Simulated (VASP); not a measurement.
Output of a VASP run:

File OSZICAR:
```
       N       E                     dE             d eps       ncg     rms          rms(c)
DAV:   1     0.155918284055E+03    0.15592E+03   -0.10570E+04  1568   0.191E+03
DAV:   2    -0.420191102546E+01   -0.16012E+03   -0.15730E+03  1616   0.411E+02
DAV:   3    -0.129969235872E+02   -0.87950E+01   -0.87346E+01  2522   0.106E+02
DAV:   4    -0.132433092925E+02   -0.24639E+00   -0.24543E+00  1902   0.147E+01
DAV:   5    -0.132533585640E+02   -0.10049E-01   -0.10048E-01  2330   0.266E+00    0.134E+01
DAV:   6    -0.112809942844E+02    0.19724E+01   -0.11913E+01  1970   0.528E+01    0.533E+00
DAV:   7    -0.140067198761E+02   -0.27257E+01   -0.26502E+01  2586   0.489E+01    0.236E+01
DAV:   8    -0.109970515617E+02    0.30097E+01   -0.17035E+01  2340   0.401E+01    0.187E+00
DAV:   9    -0.110322570447E+02   -0.35205E-01   -0.24080E-01  1930   0.480E+00    0.186E+00
DAV:  10    -0.110151131053E+02    0.17144E-01   -0.77681E-02  2388   0.355E+00    0.526E-01
DAV:  11    -0.110137717472E+02    0.13414E-02   -0.37117E-03  2016   0.670E-01    0.355E-01
DAV:  12    -0.110127817918E+02    0.98996E-03   -0.39061E-03  2206   0.568E-01    0.742E-02
DAV:  13    -0.110127475082E+02    0.34284E-04   -0.17835E-04  2004   0.130E-01    0.362E-02
DAV:  14    -0.110127418760E+02    0.56323E-05   -0.23351E-05  2448   0.509E-02    0.132E-02
DAV:  15    -0.110127402538E+02    0.16222E-05   -0.92728E-06  2152   0.293E-02    0.180E-03
DAV:  16    -0.110127402997E+02   -0.45995E-07   -0.21621E-07   868   0.690E-03
   1 F= -.11012740E+02 E0= -.11012965E+02  d E =-.110127E+02
```

File OUTCAR:
```
------------------------ aborting loop because EDIFF is reached ----------------------------------------
  FORCE on cell =-STRESS in cart. coord.  units (eV):
  Direction    XX          YY          ZZ          XY          YZ          ZX
  --------------------------------------------------------------------------------------
  Total       -0.0064130     -0.0064130     -0.0064130     -0.0000000      0.0000000      0.0000000
  in kB       -0.4007617     -0.4007617     -0.4007617     -0.0000000      0.0000000      0.0000000
  external PRESSURE =      -0.4007617 kB  Pullay stress =       0.0000000 kB
  volume of cell :       25.64
      direct lattice vectors                 reciprocal lattice vectors
     2.948688098  0.000000000  0.000000000     0.339133868  0.000000000  0.000000000
     0.000000000  2.948688098  0.000000000     0.000000000  0.339133868  0.000000000
     0.000000000  0.000000000  2.948688098     0.000000000  0.000000000  0.339133868
 POSITION                                       TOTAL-FORCE (eV/Angst)
 -----------------------------------------------------------------------------------
      0.00000      0.00000      0.00000         0.000000      0.000000      0.000000
      1.47434      1.47434      1.47434         0.000000      0.000000      0.000000
 -----------------------------------------------------------------------------------
    total drift:                                0.000000      0.000000     -0.000000
  FREE ENERGIE OF THE ION-ELECTRON SYSTEM (eV)
  ---------------------------------------------------
  free  energy   TOTEN  =       -11.0127402997 eV

  energy  without entropy=      -11.0134134559  energy(sigma->0) =      -11.01296469

 reached required accuracy - stopping structural energy minimisation
```
(Selected blocks of OUTCAR.)

POSCAR:
```
TiCo
1
    2.9486880978    -0.0000000000     0.0000000000
    0.0000000000     2.9486880978     0.0000000000
   -0.0000000000     0.0000000000     2.9486880978
Ti Co
1 1
Direct
  0.0000000000   0.0000000000   0.0000000000
  0.5000000000   0.5000000000   0.5000000000
```

Task: Reconstruct the remaining input files.

Result: Several could match; the one computed here: the input of the run itself, rev-vdW-DF2, plane waves, VASP's PBE PAW potentials (set 64).

**KPOINTS**
```
Automatic mesh
0
Gamma
11 11 11
0 0 0
```

INCAR:
```
SYSTEM = TiCo
PREC = Accurate; ENCUT = 520; LREAL = F
LASPH = T
EDIFF = 1E-6; NELM = 100; ALGO = Normal
LMAXMIX = 4
ISMEAR = 1; SIGMA = 0.1
GGA = MK; LUSE_VDW = T; AGGAC = 0.0
PARAM1 = 0.1234568; PARAM2 = 0.7114; ZAB_VDW = -1.8867
IBRION = 2; NSW = 60; ISIF = 3
EDIFFG = -0.01
LWAVE = F; LCHARG = F
```

POTCAR, in this order: Ti_sv Co (PBE.64 set). Program: vasp_std.

The compound is TiCo in the CsCl type structure. It was relaxed first. The start is the result of an earlier pass. The run is not spin-polarised, so no magnetic state was tried. The electron count is odd and the run is not spin-polarised, which forces a metal.
